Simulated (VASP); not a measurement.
Output of a VASP run:

OSZICAR:
```
       N       E                     dE             d eps       ncg     rms          rms(c)
DAV:   1     0.884210934356E+03    0.88421E+03   -0.37995E+04  4600   0.186E+03
DAV:   2     0.659482349651E+01   -0.87762E+03   -0.86029E+03  4615   0.581E+02
DAV:   3    -0.995005351214E+02   -0.10610E+03   -0.10398E+03  6110   0.167E+02
DAV:   4    -0.103743745825E+03   -0.42432E+01   -0.42033E+01  5560   0.333E+01
DAV:   5    -0.103836082843E+03   -0.92337E-01   -0.92442E-01  5813   0.485E+00    0.932E+01
DAV:   6    -0.911803588277E+02    0.12656E+02   -0.25073E+02  5708   0.875E+01    0.430E+01
DAV:   7    -0.870065168116E+02    0.41738E+01   -0.15177E+02  5934   0.714E+01    0.483E+01
DAV:   8    -0.840215352139E+02    0.29850E+01   -0.17902E+01  5574   0.271E+01    0.945E+00
DAV:   9    -0.840301971150E+02   -0.86619E-02   -0.10262E+00  5750   0.455E+00    0.602E+00
DAV:  10    -0.840205170112E+02    0.96801E-02   -0.24438E-01  5542   0.331E+00    0.257E+00
DAV:  11    -0.840171963553E+02    0.33207E-02   -0.12474E-02  5543   0.747E-01    0.682E-01
DAV:  12    -0.840161523234E+02    0.10440E-02   -0.16137E-02  6010   0.716E-01    0.412E-01
DAV:  13    -0.840159388343E+02    0.21349E-03   -0.28602E-03  5784   0.293E-01    0.155E-01
DAV:  14    -0.840159138687E+02    0.24966E-04   -0.14043E-04  5555   0.787E-02    0.285E-02
DAV:  15    -0.840159327676E+02   -0.18899E-04   -0.50043E-05  5664   0.474E-02    0.348E-02
DAV:  16    -0.840159221295E+02    0.10638E-04   -0.11800E-05  5655   0.212E-02    0.966E-03
DAV:  17    -0.840159213854E+02    0.74410E-06   -0.51794E-07  4848   0.385E-03    0.172E-03
DAV:  18    -0.840159216636E+02   -0.27823E-06   -0.59796E-08  2920   0.153E-03    0.917E-04
DAV:  19    -0.840159218855E+02   -0.22191E-06   -0.62679E-08  2821   0.109E-03    0.622E-04
DAV:  20    -0.840159217243E+02    0.16123E-06   -0.10378E-08  2746   0.685E-04    0.699E-04
DAV:  21    -0.840159217277E+02   -0.33542E-08   -0.18249E-09  2721   0.235E-04
   1 F= -.84015922E+02 E0= -.84015922E+02  d E =0.000000E+00
```

File OUTCAR:
```
------------------------ aborting loop because EDIFF is reached ----------------------------------------
  FORCE on cell =-STRESS in cart. coord.  units (eV):
  Direction    XX          YY          ZZ          XY          YZ          ZX
  --------------------------------------------------------------------------------------
  Total        0.0261766      0.0261766      0.0261766      0.0000000      0.0000000      0.0000000
  in kB        0.5618215      0.5618215      0.5618215      0.0000000      0.0000000      0.0000000
  external PRESSURE =       0.5618215 kB  Pullay stress =       0.0000000 kB
  volume of cell :       74.65
      direct lattice vectors                 reciprocal lattice vectors
     4.210579034  0.000000000  0.000000000     0.237497026  0.000000000  0.000000000
     0.000000000  4.210579034  0.000000000     0.000000000  0.237497026  0.000000000
     0.000000000  0.000000000  4.210579034     0.000000000  0.000000000  0.237497026
 POSITION                                       TOTAL-FORCE (eV/Angst)
 -----------------------------------------------------------------------------------
      0.00000      0.00000      0.00000         0.000000      0.000000      0.000000
      2.10529      2.10529      0.00000         0.000000      0.000000      0.000000
      2.10529      0.00000      2.10529         0.000000      0.000000      0.000000
      2.10529      2.10529      2.10529         0.000000      0.000000      0.000000
      0.00000      0.00000      2.10529         0.000000      0.000000      0.000000
      0.00000      2.10529      0.00000         0.000000      0.000000      0.000000
      2.10529      0.00000      0.00000         0.000000      0.000000      0.000000
      0.00000      2.10529      2.10529         0.000000      0.000000      0.000000
 -----------------------------------------------------------------------------------
    total drift:                                0.000000     -0.000000     -0.000000
  FREE ENERGIE OF THE ION-ELECTRON SYSTEM (eV)
  ---------------------------------------------------
  free  energy   TOTEN  =       -84.0159217277 eV

  energy  without entropy=      -84.0159217277  energy(sigma->0) =      -84.01592173

 total charge

# of ion       s       p       d       tot
------------------------------------------
    1        2.227   6.252   3.128  11.608
    2        2.227   6.252   3.128  11.608
    3        2.227   6.252   3.128  11.608
    4        1.239   2.530   0.000   3.769
    5        1.239   2.530   0.000   3.769
    6        1.239   2.530   0.000   3.769
    7        1.233   2.460   0.000   3.693
    8        0.358   6.865   1.986   9.210
--------------------------------------------------
tot         11.991  35.670  11.372  59.033
```
(Selected blocks of OUTCAR.)

### POSCAR
```
HfV3N4
1
    4.2105790338     0.0000000000     0.0000000000
    0.0000000000     4.2105790338    -0.0000000000
    0.0000000000    -0.0000000000     4.2105790338
V N Hf
3 4 1
Direct
  0.0000000000   0.0000000000   0.0000000000
  0.5000000000   0.5000000000   0.0000000000
  0.5000000000   0.0000000000   0.5000000000
  0.5000000000   0.5000000000   0.5000000000
  0.0000000000   0.0000000000   0.5000000000
  0.0000000000   0.5000000000   0.0000000000
  0.5000000000   0.0000000000   0.0000000000
  0.0000000000   0.5000000000   0.5000000000
```

Q: Reconstruct the remaining input files.

A: Several could match; the one computed here: the input of the run itself, PBEsol GGA, plane waves, VASP's PBE PAW potentials (set 64).

**INCAR**
```
! general
SYSTEM  = HfV3N4
PREC    = Accurate
ENCUT   = 520
LREAL   = .FALSE.   ! projection in real space or not
LASPH   = .TRUE.

! electronic loop
EDIFF   = 1E-7   ! SCF stop (eV)
NELM    = 100
ALGO    = Normal
LMAXMIX = 6

! smearing
ISMEAR  = -5

! functional
GGA     = PS   ! PBEsol

! ions
ISIF    = 2   ! forces and stress, cell fixed

! output
LWAVE   = .FALSE.
LCHARG  = .TRUE.
LORBIT  = 11   ! lm-projected
NEDOS   = 601   ! DOS grid
```

KPOINTS:
```
Automatic mesh
0
gamma
  10 10 10
```

POTCAR, in this order: V_sv N Hf_pv (PBE.64 set). Program: vasp_std.

For a metal the tetrahedron method with Blöchl corrections gives inexact stress and forces.

The structure was generated: HfV3N4 was put into an ordered model structure (Pm-3m), which need not be its known phase. It was relaxed first. The run is not spin-polarised, so no magnetic state was tried. The electron count is odd and the run is not spin-polarised, which forces a metal.
